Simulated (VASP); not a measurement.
Method: r2SCAN meta-GGA, VASP's PBE PAW potentials (set 64) (plane waves; VASP 6.6.1).

VASP ran on this input.

File POSCAR:
```
Tc(100) slab
1
    4.3881877953     0.0000000000     0.0000000000
    0.0000000000     2.7347294055     0.0000000000
    0.0000000000     0.0000000000    24.4445275049
Tc
8
Direct
  0.2500000000   0.5000000000   0.3708180000
  0.7500000000   0.0000000000   0.3385220000
  0.2500000000   0.0000000000   0.4677040000
  0.7500000000   0.5000000000   0.4354090000
  0.2500000000   0.5000000000   0.5645910000
  0.7500000000   0.0000000000   0.5322960000
  0.2500000000   0.0000000000   0.6614780000
  0.7500000000   0.5000000000   0.6291820000
```

### KPOINTS
```
Automatic mesh
0
Gamma
6 10 1
0 0 0
```

**INCAR**
```
SYSTEM = Tc(100) slab
PREC = Normal
ENCUT = 400
EDIFF = 1E-5
NELM = 100
ALGO = Normal
LREAL = .FALSE.
LASPH = .TRUE.
ISMEAR = 1
SIGMA = 0.1
METAGGA = R2SCAN
LMIXTAU = .TRUE.
LMAXMIX = 4
LWAVE = .TRUE.
LCHARG = .FALSE.
NELMIN = 4
LDIPOL = .TRUE.
IDIPOL = 3
DIPOL = 0.5 0.5 0.5
IBRION = 2
ISIF = 2
NSW = 50
EDIFFG = -0.03
```

POTCAR, in this order: Tc_pv (PBE.64 set). Program: vasp_std.

Problem. Estimate the energy per atom (σ→0), band gap (on the k-mesh).

Solution. 
energy per atom (σ→0): -25.454 eV/atom
band gap (on the k-mesh): none (metal, semimetal or under 0.01 eV)

OSZICAR:
```
...
DAV:   6    -0.203634850966E+03    0.71126E-04   -0.17283E-04  4004   0.985E-02    0.122E-02
DAV:   7    -0.203635008189E+03   -0.15722E-03   -0.67410E-05  2894   0.611E-02    0.794E-03
DAV:   8    -0.203635080467E+03   -0.72278E-04   -0.59959E-05  2658   0.619E-02    0.361E-03
DAV:   9    -0.203635049389E+03    0.31078E-04   -0.49997E-05  2720   0.568E-02    0.234E-03
DAV:  10    -0.203635103184E+03   -0.53794E-04   -0.64721E-05  2684   0.636E-02    0.181E-03
DAV:  11    -0.203635085550E+03    0.17634E-04   -0.20547E-05  2388   0.363E-02    0.982E-04
DAV:  12    -0.203635086832E+03   -0.12819E-05   -0.69628E-06  1816   0.221E-02
   9 F= -.20363509E+03 E0= -.20363350E+03  d E =-.120047E-03
```

The cell is a thin slab with vacuum, built from Tc (hcp): (100) face.
